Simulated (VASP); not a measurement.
Level of theory: PBEsol GGA, VASP's PBE PAW potentials (set 64) (plane waves; VASP).

VASP ran on this input.

KPOINTS:
```
Automatic mesh
0
Gamma
5 5 5
0 0 0
```

**POSCAR**
```
CsPbCl3
1
    5.6100000000     0.0000000000     0.0000000000
    0.0000000000     5.6100000000     0.0000000000
    0.0000000000     0.0000000000     5.6100000000
Cs Pb Cl
1 1 3
Direct
  0.0000000000   0.0000000000   0.0000000000
  0.5000000000   0.5000000000   0.5000000000
  0.5000000000   0.0000000000   0.5000000000
  0.0000000000   0.5000000000   0.5000000000
  0.5000000000   0.5000000000   0.0000000000
```

### KPOINTS_OPT
```
k-points along high-symmetry lines
10
Line-mode
Reciprocal
  0.000000   0.000000   0.000000 ! GAMMA
  0.000000   0.500000   0.000000 ! X

  0.000000   0.500000   0.000000 ! X
  0.500000   0.500000   0.000000 ! M

  0.500000   0.500000   0.000000 ! M
  0.000000   0.000000   0.000000 ! GAMMA

  0.000000   0.000000   0.000000 ! GAMMA
  0.500000   0.500000   0.500000 ! R

  0.500000   0.500000   0.500000 ! R
  0.000000   0.500000   0.000000 ! X

  0.500000   0.500000   0.500000 ! R
  0.500000   0.500000   0.000000 ! M
```

**INCAR**
```
# general
SYSTEM   =  CsPbCl3
PREC     =  Accurate
ENCUT    =  300
LREAL    =  .False.
LASPH    =  .True.

# electronic loop
EDIFF    =  1E-6
NELM     =  100
ALGO     =  Normal
LMAXMIX  =  4

# smearing
ISMEAR   =  -1
SIGMA    =  0.05

# functional
GGA      =  PS

# ions
ISIF     =  2

# output
LWAVE    =  .False.
LCHARG   =  .False.
```

POTCAR, in this order: Cs_sv Pb_d Cl (PBE.64 set). Program: vasp_std.

Unless said otherwise, spin-orbit coupling is left out, though it shifts the bands of the heavy elements here.

### Question
What does the run give for the energy per atom (σ→0), band gap (over mesh and band path)?

### Answer

The energy per atom (σ→0) comes out as -3.678 eV/atom. The band gap (over mesh and band path) is 1.82 eV.

File OSZICAR:
```
...
DAV:  13    -0.183902371163E+02    0.13073E-06   -0.20760E-06   636   0.102E-02
   1 F= -.18390237E+02 E0= -.18390237E+02  d E =-.890490E-10
       N       E                     dE             ncg
       N       E                     dE             ncg
       N       E                     dE             ncg
       N       E                     dE             ncg
       N       E                     dE             ncg
       N       E                     dE             ncg
```

The structure is a typed CsPbCl3 crystal. The cell was not relaxed at this level.
